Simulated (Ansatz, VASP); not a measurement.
# ZnSnS2 (CuAu-ordered zincblende type (invented)): VASP beside Ansatz, part 2 of 2

Wanted: the spread between two codes on one cell, functional and k mesh. The cell is generated by rule, not measured, and may not be a known phase. Of the first pair: The two relaxations start from unlike cells of this crystal (the structure described is Ansatz's start), so only their ends are compared.

VASP 6.6.1 and Ansatz 0.2.0.

So far: The starting structure; Ansatz: relaxation of cell and atoms, PBEsol, pair 1; VASP: relaxation of cell and atoms, PBEsol, pair 1; Comparison.

## Step 5: VASP: relaxation of cell and atoms, PBEsol, pair 2

Level of this step: PBEsol; plane waves and PAW (Zn, Sn_d, S); invented cell (VASP).

The relaxed volume is the usual yardstick between codes: in a stiff, nearly cubic crystal its relative difference is about their pressure difference at one cell divided by the bulk modulus. Its start cell is another than that of the pair before, and may be another structure of the material.

Contents of INCAR:

```
SYSTEM = ZnSnS2
PREC = Accurate
ENCUT = 500
EDIFF = 1E-07
NELM = 120
ISMEAR = 0
SIGMA = 0.1
LREAL = .FALSE.
ALGO = Normal
GGA = PS
NBANDS = 25
LORBIT = 11
LWAVE = .FALSE.
LCHARG = .FALSE.
ISIF = 3
IBRION = 2
NSW = 80
EDIFFG = -0.005
LASPH = .TRUE.
GGA_COMPAT = .FALSE.
NELMIN = 4
KPAR = 2
```

Contents of POSCAR:

```
ZnSnS2
1.0
    3.9544910000      0.0000000000      0.0000000000
    0.0000000000      3.9544910000      0.0000000000
    0.0000000000      0.0000000000      6.3976890000
Zn Sn S
1 1 2
Direct
    0.0000000000      0.0000000000      0.0000000000
    0.4999998736      0.4999998736      0.5000000782
    0.0000000000      0.4999998736      0.1967674577
    0.4999998736      0.0000000000      0.8032325423
```

Contents of KPOINTS:

```
Automatic mesh
0
Gamma
10 10 8
0 0 0
```

The projector-augmented-wave data sets are Zn, Sn_d and S (PBE family, release 64).

On the command line:

```
mpirun -np 2 vasp_std
```

Numbers of over 12 decimals in the logs are rounded to 6 here.

What it wrote:

```text
[banner, memory and clock lines left out]
running    2 mpi-ranks, on    1 nodes
[...]
[... a notice as in an earlier step ...]

 LDA part: xc-table for (Slater+PW92), standard interpolation
 POSCAR, INCAR and KPOINTS ok, starting setup
[...]
entering main loop
       N       E                     dE             d eps       ncg     rms          rms(c)
DAV:   1     0.294977819253E+03    0.29498E+03   -0.18199E+04  5250   0.182E+03
DAV:   2     0.208699111006E+02   -0.27411E+03   -0.26787E+03  5418   0.417E+02
DAV:   3    -0.156705215065E+02   -0.36540E+02   -0.35703E+02  6515   0.142E+02
DAV:   4    -0.170356887668E+02   -0.13652E+01   -0.13627E+01  6082   0.295E+01
[...]
DAV:  14    -0.160880544285E+02   -0.21461E-05   -0.50364E-06  5782   0.150E-02    0.388E-03
DAV:  15    -0.160880542594E+02    0.16913E-06   -0.56639E-07  6759   0.110E-02    0.152E-03
DAV:  16    -0.160880542651E+02   -0.57398E-08   -0.15109E-07  4740   0.299E-03
   1 F= -.16088054E+02 E0= -.16087787E+02  d E =-.160881E+02
[... from here on, the cycles between the ionic steps are left out ...]
   2 F= -.16088087E+02 E0= -.16087825E+02  d E =-.324100E-04
   3 F= -.16088088E+02 E0= -.16087825E+02  d E =-.333678E-04
   4 F= -.16088093E+02 E0= -.16087831E+02  d E =-.564232E-05
 trial-energy change:   -0.000006  1 .order   -0.000006   -0.000008   -0.000003
 step:   1.7218(harm=  1.7218)  dis= 0.00079  next Energy=   -16.088095 (dE=-0.709E-05)
 reached required accuracy - stopping structural energy minimisation
```

OUTCAR, selected parts (step 5):

```text
  Total       -0.0003582     -0.0003582     -0.0036664      0.0000000      0.0000000      0.0000000
  in kB       -0.0057288     -0.0057288     -0.0586398      0.0000000      0.0000000      0.0000000
  external PRESSURE =      -0.0233658 kB  Pullay stress =       0.0000000 kB

 POSITION                                       TOTAL-FORCE (eV/Angst)
 -----------------------------------------------------------------------------------
      0.00000      0.00000     -0.00000         0.000000      0.000000      0.000000
      1.97811      1.97811      3.20013         0.000000      0.000000      0.000000
      3.95622      1.97811      1.26028        -0.000000      0.000000      0.003656
      1.97811      0.00000      5.13999         0.000000      0.000000     -0.003656
 -----------------------------------------------------------------------------------
    total drift:                                0.000523      0.000523     -0.000276

  FREE ENERGIE OF THE ION-ELECTRON SYSTEM (eV)
  ---------------------------------------------------
  free  energy   TOTEN  =       -16.0880932753 eV

  energy  without entropy=      -16.0875690059  energy(sigma->0) =      -16.08783114

[... 1 part as in an earlier step ...]

[... 3 further parts left out ...]
[key lines of the parts left out:]
E-fermi :   4.0305
```

## Step 6: Ansatz: relaxation of cell and atoms, PBEsol, pair 2

The same cell, functional, mesh and smearing now go to Ansatz, which takes its cutoff from its data sets.

The cell is taken from a series of runs on this material, whose earlier steps may have relaxed, scaled, displaced or heated it; both programs get it as it stands.

Contents of input.yaml:

```yaml
crystal:
  lattice:
    - [3.9544906871, 0.0, 0.0]
    - [0.0, 3.9544906871, 0.0]
    - [0.0, 0.0, 6.3976894104]
  atoms:
    - { symbol: Zn, position: [0.0, 0.0, 0.0] }
    - { symbol: Sn, position: [0.5, 0.5, 0.5] }
    - { symbol: S, position: [0.0, 0.5, 0.1967674421] }
    - { symbol: S, position: [0.5, 0.0, 0.8032325579] }
kpoints:
  mp_grid: { grid: [10, 10, 8] }
hamiltonian:
  xc: pbesol
scf:
  occupations: { method: gaussian, width: 0.1 }
output:
  forces: true
  stress: true
  eigenvalues: true
relax:
  adjacent_minimum: "off"
  f_tol: 0.005
  max_steps: 80
  cell: { stress_tol: 0.05 }
```

On the command line:

```
ansatz run input.yaml --threads 2 --pin off --max-ram 5120MiB --backend cpu --events-out ev --progress --plain --runs-dir out
```

What it wrote:

```text
[...]
Crystal: 4 atoms, lattice volume = 100.047 Å³
Basis set: ecut = 420 eV, 1973 PW (Γ), exchange–correlation on 54×54×90 points (8 copies of the dense FFT grid, shifted against one another)
Bands: 23, of which v1, the nominal top of the filled ones, is band 19 counted from 1 (18 counted from 0)
Symmetry: 8 space group operations
[...]
k-points: 105 of 800 (time reversal used)
[...]
--- Relaxed structure (1 steps of the walk, 1 accepted, 1 SCFs on fresh bases) ---
[...]
cell:  # Å, volume = 100.0470 Å³
    - [3.9544906871, 0.0, 0.0]
    - [0.0, 3.9544906871, 0.0]
    - [0.0, 0.0, 6.3976894104]
  atoms:
    - { symbol: Zn, position: [0.0, 0.0, 0.0] }
    - { symbol: Sn, position: [0.5, 0.5, 0.5] }
    - { symbol: S, position: [0.0, 0.5, 0.1967674421] }
    - { symbol: S, position: [0.5, 0.0, 0.8032325579] }
[key lines of the parts left out:]
SCF converged after 7 iterations
Free energy (F): -11001.984683 eV
Fermi energy:    6.492848 eV
P = ⅓ Tr σ = -0.0027 GPa (-0.027 kbar)
```

## Step 7: Comparison

Both answers:

```
                                         quantity  Ansatz    VASP  difference
                                      volume (Å³)  100.05  100.17     -0.13 %
edge a after relaxation, in the typed setting (Å)   3.954   3.956     -0.04 %
edge c after relaxation, in the typed setting (Å)   6.398   6.400     -0.04 %
```

## Step 8: Summary of results

* difference in edge c after relaxation, in the typed setting (relaxation of cell and atoms, PBEsol, pair 1): -1.1 %
* difference in volume (relaxation of cell and atoms, PBEsol, pair 2): -0.13 %

In words: The difference in edge c after relaxation, in the typed setting is -1.1 % (relaxation of cell and atoms, PBEsol, pair 1), within the 1.2 % picked in this series as the mark of a large difference, as far as the stopping tolerances let one tell. How closely two codes agree says nothing of how well the functional describes the real material.

[Lines on the potential files, build, host, timing and source positions are cut from VASP's logs without a mark.]

[Logs are printed without paths, hosts, clocks, repeated set-up lines and the standing remarks that a program may print on its own settings, such as how far it seeks lower states.]

[Hosts, paths, dates, database ids (printed as entryN), source tags and the programs' standing remarks are cut or masked in the printed files.]
